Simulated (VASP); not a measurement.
# ZrW: structure and properties in VASP

What structure does ZrW take at this level, and what are its properties? The steps: full relaxation (LDA), second relaxation, density, ELF and potential (LDA), bands along the symmetry lines (LDA), total and projected DOS (LDA), vibrations at Γ (LDA) and band structure (LDA + SOC). The cell is invented: it takes the structure of a Materials Project entry for MoRu (space group 187 there), with all of its atoms replaced by other elements, volume scaled by an estimate. It may not be a known or stable phase.

Method: LDA; plane waves and PAW (W, Zr_sv), in the first sound run; inputs show where later runs differ, in VASP 6.6.1.

## 1. Set-up

Before any relaxation, the start is as follows. It takes space group P-6m2 (No. 187, hexagonal). The conventional cell has a = 3.085 Å, b = 3.085 Å, c = 4.959 Å, α = 90.00°, β = 90.00°, γ = 120.00°. W has 6 Zr at 3.05 Å and 6 W at 3.09 Å nearest. Nearest to Zr lie 6 W at 3.05 Å and 6 Zr at 3.09 Å. It derives from MoRu. It takes the structure of a Materials Project entry for MoRu (space group 187 there), with all of its atoms replaced by other elements, volume scaled by an estimate. Farther neighbours are not listed.

As a file:

```cif
data_structure
_symmetry_space_group_name_H-M 'P-6m2'
_symmetry_Int_Tables_number 187
_cell_length_a 3.0854
_cell_length_b 3.0854
_cell_length_c 4.9586
_cell_angle_alpha 90.000
_cell_angle_beta 90.000
_cell_angle_gamma 120.000
_cell_volume 40.88
loop_
_atom_site_label
_atom_site_type_symbol
_atom_site_symmetry_multiplicity
_atom_site_Wyckoff_symbol
_atom_site_fract_x
_atom_site_fract_y
_atom_site_fract_z
_atom_site_occupancy
W1 W 1 a 0.00000 0.00000 0.00000 1
Zr1 Zr 1 f 0.66667 0.33333 0.50000 1
```

## 2. Full relaxation (LDA)

The start need not lie at this functional's minimum. ISIF = 3 frees volume, shape and positions, and EDIFFG sets the threshold on forces and stress at which the search stops. LDA, the lowest rung, knows the local density alone.

The input, INCAR:

```
SYSTEM = ZrW
PREC = Accurate
ENCUT = 400
EDIFF = 1E-06
NELM = 100
ISMEAR = -1
SIGMA = 0.05
LREAL = .FALSE.
ALGO = Normal
GGA = CA
NBANDS = 15
LORBIT = 11
LWAVE = .FALSE.
LCHARG = .FALSE.
IBRION = 2
NSW = 60
ISIF = 3
EDIFFG = -0.01
```

The input, POSCAR:

```
ZrW
1.0
    3.0853730000      0.0000000000      0.0000000000
   -1.5426870000      2.6720120000      0.0000000000
    0.0000000000      0.0000000000      4.9586410000
W Zr
1 1
Direct
    0.3333333300      0.6666666700      0.0000000000
    0.0000000000      0.0000000000      0.5000000000
```

The input, KPOINTS:

```
Automatic mesh
0
Gamma
10 10 6
0 0 0
```

Potentials, in the order of the species: W and Zr_sv (LDA family, release 64).

Started as:

```sh
$ mpirun -np 1 vasp_std
```

The log of the run:

```text
[banner, memory and clock lines left out]
running    1 mpi-ranks, on    1 nodes
 distrk:  each k-point on    1 cores,    1 groups
 distr:  one band on    1 cores,    1 groups

 POSCAR found type information on POSCAR W Zr
 POSCAR found :  2 types and       2 ions
 LDA part: xc-table for (Slater(with rela. corr.)+CA(PZ))
 , standard interpolation
 POSCAR, INCAR and KPOINTS ok, starting setup
 FFT: planning ... GRIDC
 FFT: planning ... GRID_SOFT
 FFT: planning ... GRID
 WAVECAR not read
 entering main loop
       N       E                     dE             d eps       ncg     rms          rms(c)
DAV:   1     0.935099694393E+02    0.93510E+02   -0.81132E+03  1680   0.926E+02
DAV:   2    -0.163984567657E+02   -0.10991E+03   -0.10631E+03  2177   0.274E+02
DAV:   3    -0.231620261085E+02   -0.67636E+01   -0.66943E+01  2909   0.525E+01
DAV:   4    -0.233153427357E+02   -0.15332E+00   -0.15327E+00  1943   0.674E+00
DAV:   5    -0.233196113926E+02   -0.42687E-02   -0.42685E-02  2577   0.804E-01    0.184E+01
DAV:   6    -0.224869034690E+02    0.83271E+00   -0.23062E+00  2200   0.827E+00    0.686E+00
DAV:   7    -0.224896288199E+02   -0.27254E-02   -0.30053E+00  2305   0.824E+00    0.502E+00
DAV:   8    -0.221199253058E+02    0.36970E+00   -0.11614E+00  2397   0.482E+00    0.675E-01
DAV:   9    -0.221203857179E+02   -0.46041E-03   -0.46860E-02  1892   0.144E+00    0.255E-01
DAV:  10    -0.221192571701E+02    0.11285E-02   -0.35777E-03  2155   0.430E-01    0.712E-02
DAV:  11    -0.221192280356E+02    0.29135E-04   -0.24025E-04  2077   0.114E-01    0.447E-02
DAV:  12    -0.221192236550E+02    0.43806E-05   -0.18774E-05  1982   0.390E-02    0.997E-03
DAV:  13    -0.221192237161E+02   -0.61107E-07   -0.13054E-06  1331   0.897E-03
   1 F= -.22119224E+02 E0= -.22108629E+02  d E =-.221192E+02
 curvature:   0.00 expect dE= 0.000E+00 dE for cont linesearch  0.000E+00
 trial: gam= 0.00000 g(F)=  0.478E-45 g(S)=  0.167E+01 ort = 0.000E+00 (trialstep = 0.100E+01)
 search vector abs. value=  0.167E+01
 bond charge predicted
       N       E                     dE             d eps       ncg     rms          rms(c)
DAV:   1    -0.372512372552E+02   -0.15132E+02   -0.52115E+02  1680   0.213E+02    0.585E+01
DAV:   2    -0.233528551733E+02    0.13898E+02   -0.31622E+01  1932   0.522E+01    0.179E+01
DAV:   3    -0.213727633330E+02    0.19801E+01   -0.15437E+01  2452   0.261E+01    0.818E+00
DAV:   4    -0.207784971088E+02    0.59427E+00   -0.44310E+00  2484   0.125E+01    0.809E+00
DAV:   5    -0.210593552433E+02   -0.28086E+00   -0.64462E-01  2494   0.414E+00    0.116E+00
DAV:   6    -0.211136526464E+02   -0.54297E-01   -0.16049E-01  2625   0.261E+00    0.117E+00
DAV:   7    -0.211304082580E+02   -0.16756E-01   -0.19390E-02  2382   0.121E+00    0.303E-01
DAV:   8    -0.211311200673E+02   -0.71181E-03   -0.29533E-03  2525   0.282E-01    0.141E-01
DAV:   9    -0.211312272470E+02   -0.10718E-03   -0.18128E-04  1981   0.138E-01    0.455E-02
DAV:  10    -0.211312319003E+02   -0.46532E-05   -0.35007E-05  2398   0.505E-02    0.119E-02
DAV:  11    -0.211312330182E+02   -0.11180E-05   -0.13867E-06  1184   0.125E-02    0.570E-03
DAV:  12    -0.211312329005E+02    0.11771E-06   -0.46027E-07   868   0.647E-03
   2 F= -.21131233E+02 E0= -.21123766E+02  d E =0.987991E+00
[... from here on, the cycles between the ionic steps are left out ...]
   3 F= -.22448035E+02 E0= -.22438312E+02  d E =-.328811E+00
   4 F= -.22449978E+02 E0= -.22440347E+02  d E =-.330754E+00
   5 F= -.22450084E+02 E0= -.22440484E+02  d E =-.330861E+00
   6 F= -.22489318E+02 E0= -.22478226E+02  d E =-.392335E-01
   7 F= -.22585670E+02 E0= -.22577479E+02  d E =-.135586E+00
   8 F= -.22543054E+02 E0= -.22534647E+02  d E =0.426159E-01
   9 F= -.22590157E+02 E0= -.22582069E+02  d E =-.448715E-02
  10 F= -.22590159E+02 E0= -.22582069E+02  d E =-.448921E-02
  11 F= -.22590341E+02 E0= -.22581767E+02  d E =-.181314E-03
 trial-energy change:   -0.000181  1 .order   -0.000172   -0.001840    0.001497
 step:   0.6020(harm=  0.5973)  dis= 0.00000  next Energy=   -22.590672 (dE=-0.513E-03)
 bond charge predicted
       N       E                     dE             d eps       ncg     rms          rms(c)
DAV:   1    -0.225926197225E+02   -0.22789E-02   -0.83166E-02  1687   0.247E+00    0.319E-01
DAV:   2    -0.225911454186E+02    0.14743E-02   -0.31729E-03  2086   0.431E-01    0.128E-01
DAV:   3    -0.225908321963E+02    0.31322E-03   -0.14718E-03  2415   0.266E-01    0.783E-02
DAV:   4    -0.225906788894E+02    0.15331E-03   -0.43840E-04  2173   0.140E-01    0.364E-02
DAV:   5    -0.225906836848E+02   -0.47955E-05   -0.15813E-05  1967   0.298E-02    0.119E-02
DAV:   6    -0.225906838139E+02   -0.12905E-06   -0.48614E-06  2386   0.136E-02
  12 F= -.22590684E+02 E0= -.22582338E+02  d E =-.524398E-03
 curvature:  -0.35 expect dE=-0.128E-05 dE for cont linesearch -0.633E-06
 trial: gam= 0.00000 g(F)=  0.267E-46 g(S)=  0.367E-05 ort =-0.600E-04 (trialstep = 0.987E+00)
 search vector abs. value=  0.367E-05
 reached required accuracy - stopping structural energy minimisation
```

The job ended after 3.5 min (1 MPI rank of AMD EPYC 7R43, shared host; peak memory 0.12 GiB).

Lines that name or quote the potential files are left out of all logs, and their timing lines are given in words.

OUTCAR, selected parts (step 2):

```text
ion  position               nearest neighbor table
   1  0.333  0.667  0.000-   2 3.05   2 3.05   2 3.05   2 3.05   2 3.05   2 3.05
   2  0.000  0.000  0.500-   1 3.05   1 3.05   1 3.05   1 3.05   1 3.05   1 3.05

  LATTYP: Found a hexagonal cell.
 ALAT       =     3.0853730000
 C/A-ratio  =     1.6071447439

 Subroutine GETGRP returns: Found 12 space group operations
 (whereof 12 operations were pure point group operations)

The static configuration has the point symmetry D_3h.

 Found     56 irreducible k-points:

   k-points           NKPTS =     56   k-points in BZ     NKDIM =     56   number of bands    NBANDS=     15

   dimension x,y,z NGX =    20 NGY =   20 NGZ =   32
   dimension x,y,z NGXF=    40 NGYF=   40 NGZF=   64

   ENCUT  =  400.0 eV  29.40 Ry    5.42 a.u.   5.03  5.03  8.09*2*pi/ulx,y,z

   NELECT =      18.0000    total number of electrons

 k-points in reciprocal lattice and weights: Automatic mesh
   0.00000000  0.00000000  0.00000000       0.002
   0.10000000  0.00000000  0.00000000       0.010
   0.20000000  0.00000000  0.00000000       0.010
   0.30000000  0.00000000  0.00000000       0.010
   0.40000000 -0.00000000  0.00000000       0.010
   0.50000000  0.00000000  0.00000000       0.005
   0.10000000  0.10000000  0.00000000       0.010
   0.20000000  0.10000000  0.00000000       0.020
   0.30000000  0.10000000  0.00000000       0.020
[...]
0.40000000  0.20000000  0.50000000       0.010
   0.30000000  0.30000000  0.50000000       0.010

 average (electrostatic) potential at core
       1 -36.5565       2 -73.4360

 E-fermi :   9.0544

 k-point     1 :       0.0000    0.0000    0.0000
  band No.  band energies     occupation
    ...
      5       1.4804      2.00000
      6       4.8648      2.00000
      7       7.9538      2.00000
      8       8.9648      1.71404
      9       8.9648      1.71401
     10       9.4364      0.00096
     11      10.5695      0.00000
     12      10.5695      0.00000
     13      11.6696      0.00000
     14      11.6696      0.00000
    ...

 k-point     2 :       0.1000    0.0000    0.0000
  band No.  band energies     occupation
    ...
      5       1.8800      2.00000
      6       5.2683      2.00000
      7       8.0839      2.00000
      8       8.7442      1.99597
      9       8.7890      1.99015
     10       9.3360      0.00714
     11      10.1493      0.00000
     12      10.9833      0.00000
     13      11.3303      0.00000
     14      11.4339      0.00000
    ...

 k-point     3 :       0.2000    0.0000    0.0000
  band No.  band energies     occupation
    ...
      5       2.9344      2.00000
      6       6.0525      2.00000
      7       7.5759      2.00000
      8       7.8490      2.00000
      9       8.6286      1.99960
     10      10.1140      0.00000
     11      10.3533      0.00000
     12      10.4037      0.00000
     13      10.9000      0.00000
     14      12.1747      0.00000
    ...

  Total       -0.0008557     -0.0008557      0.0122733      0.0000000      0.0000000     -0.0000000
  in kB       -0.0383824     -0.0383824      0.5504969      0.0000000      0.0000000     -0.0000000
  external PRESSURE =       0.1579107 kB  Pullay stress =       0.0000000 kB

  energy-cutoff  :      400.00
  volume of cell :       35.72
      direct lattice vectors                 reciprocal lattice vectors
     2.810406951  0.000000049 -0.000000000     0.355820352  0.205433001 -0.000000000
    -1.405203889  2.433884236 -0.000000000    -0.000000007  0.410865881 -0.000000000
     0.000000000  0.000000000  5.222143542     0.000000000  0.000000000  0.191492247

 POSITION                                       TOTAL-FORCE (eV/Angst)
 -----------------------------------------------------------------------------------
     -0.00000      1.62259     -0.00000        -0.000000     -0.000000     -0.000000
      0.00000      0.00000      2.61107         0.000000      0.000000      0.000000
 -----------------------------------------------------------------------------------
    total drift:                               -0.000000     -0.000000      0.000000

  FREE ENERGIE OF THE ION-ELECTRON SYSTEM (eV)
  ---------------------------------------------------
  free  energy   TOTEN  =       -22.5906838139 eV

  energy  without entropy=      -22.5739929589  energy(sigma->0) =      -22.58233839

 reached required accuracy - stopping structural energy minimisation

 total charge
# of ion       s       p       d       tot
------------------------------------------
    1        0.689   0.565   4.075   5.329
    2        2.255   5.964   1.987  10.205
--------------------------------------------------
tot          2.944   6.528   6.061  15.534

[... 3 further parts left out ...]
```

The k-mesh is coarse for a metal. After so large a change of volume the plane waves of the start cell no longer fit, so the final stress carries a basis-set error. The data set W keeps the semicore shell frozen, which is cheaper and a little less accurate. The run keeps the 12 symmetry operations of its start, so it cannot find a distortion of lower symmetry.

Relaxation path:

| step | energy less that of the first step (eV) | largest force (eV/Å) | pressure (GPa) | volume (Å³) |
| --- | --- | --- | --- | --- |
| 1 | 0.0000 | 0.0000 | -18.73 | 40.88 |
| 2 | 0.9880 | 0.0000 | 68.41 | 28.30 |
| 3 | -0.3288 | 0.0000 | -1.48 | 36.19 |
| 4 | -0.3308 | 0.0000 | -0.11 | 35.91 |
| 5 | -0.3309 | 0.0000 | 0.39 | 35.82 |
| 6 | -0.3701 | 0.0000 | 0.62 | 35.70 |
| 7 | -0.4664 | 0.0000 | 2.96 | 35.19 |
| 8 | -0.4238 | 0.0000 | -6.95 | 37.24 |
| 9 | -0.4709 | 0.0000 | 0.34 | 35.67 |
| 10 | -0.4709 | 0.0000 | 0.42 | 35.65 |
| 11 | -0.4711 | 0.0000 | -0.32 | 35.78 |
| 12 | -0.4715 | 0.0000 | 0.02 | 35.72 |

```csv
"conventional cell, symmetrised",before,after,change
a (Å),3.085,2.810,-8.9 %
b (Å),3.085,2.810,-8.9 %
c (Å),4.959,5.222,+5.3 %
volume (Å³/atom),20.44,17.86,-12.6 %
```

The relaxed structure:

```cif
data_structure
_symmetry_space_group_name_H-M 'P 1'
_symmetry_Int_Tables_number 1
_cell_length_a 2.8104
_cell_length_b 2.8104
_cell_length_c 5.2221
_cell_angle_alpha 90.000
_cell_angle_beta 90.000
_cell_angle_gamma 120.000
_cell_volume 35.72
loop_
_atom_site_label
_atom_site_type_symbol
_atom_site_fract_x
_atom_site_fract_y
_atom_site_fract_z
_atom_site_occupancy
W1 W 0.33333 0.66667 0.00000 1
Zr2 Zr 0.00000 0.00000 0.50000 1
```

This step gave:

```
electrons                              : 18
bands                                  : 15
irreducible k-points                   : 56
symmetry operations                    : 12
free energy (TOTEN)                    : -22.59 eV
energy at zero smearing                : -22.58 eV
Fermi energy                           : 9.054 eV
pressure                               : 0.01579 GPa
metallic, judged on the points sampled : yes
SCF cycles over all ionic steps        : 104
```

It ends with forces that vanish by symmetry and a pressure of 0.02 GPa.

(Continued in part 2 of 5.)

[Lines on the potential files, build, host, timing and source positions are cut from VASP's logs without a mark.]

[Logs are printed without paths, hosts, clocks, repeated set-up lines and the standing remarks that a program may print on its own settings, such as how far it seeks lower states.]

[Hosts, paths, dates, database ids (printed as entryN), source tags and the programs' standing remarks are cut or masked in the printed files.]

[A measured line is paired with the nearest computed mode of its activity, which favours agreement.]

[In band tables of VASP the shares of atoms and orbitals are scaled to a sum of 1 inside the atoms' spheres.]
